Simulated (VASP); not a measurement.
Runs of VASP 6.6.1 on HPbNO4. The typed cell holds 7 atoms: a = 4.204 Å, b = 4.339 Å, c = 6.729 Å, α = 71.95°, β = 72.29°, γ = 62.23°. The cell was built by a generator and needn't be a form met in nature.

| task | level | spin | smearing | further INCAR settings | k mesh for the DOS | occupations for the DOS | gap on the mesh (eV) | pressure (GPa) | largest force (eV/Å) |
| --- | --- | --- | --- | --- | --- | --- | --- | --- | --- |
| electrostatic potential | PBE | off | fermi-dirac 0.05 eV | ALGO = Fast; EDIFF = 1e-06 | - | - | 2.79 | 0.6 | 0.42 |
| electric field gradients | PBE | off | fermi-dirac 0.05 eV | ALGO = Fast; EDIFF = 1e-08 | - | - | 2.79 | 0.6 | 0.42 |
| atomic charges | PBE | off | fermi-dirac 0.05 eV | ALGO = Fast; EDIFF = 1e-06 | - | - | 2.79 | 0.6 | 0.42 |
| optical spectrum | PBE | off | fermi-dirac 0.05 eV | ALGO = Fast; EDIFF = 1e-06; NBANDS = 70 | - | - | 2.79 | 0.6 | 0.42 |
| electron localisation function | PBE | off | fermi-dirac 0.05 eV | ALGO = Fast; EDIFF = 1e-06 | - | - | 2.79 | 0.6 | 0.42 |
| dielectric tensor | PBE | off | gaussian 0.02 eV | ALGO = Fast; EDIFF = 1e-08 | - | - | 2.79 | - | - |
| band structure | PBE | off | fermi-dirac 0.05 eV | ALGO = Fast; EDIFF = 1e-06 | - | - | 2.79 | - | - |
| atomic charges | PBE+TS | off | fermi-dirac 0.05 eV | ALGO = Fast; EDIFF = 1e-06 | - | - | 2.79 | -0.3 | (a) |

Alike in all rows: potentials or basis VASP PAW PBE potentials, release 64 (H, Pb_d, N, O); cell as given; k mesh 7 × 7 × 5; cutoff (eV) 520.

Task: Estimate the missing entries.

Result: (a) 0.40.

Caveats: the standard files for N, O and F lose accuracy on very short bonds; spin-orbit coupling is left out, which as a rule narrows the gap of such compounds by several tenths of an eV; an odd mesh through Γ misses points on the zone boundary, where band edges often lie (some runs); spectra need much finer meshes, so this one isn't converged (some runs); independent-particle spectra lack excitons (some runs).

A k mesh can miss the band edges, and the runs leave out spin-orbit coupling on Pb.
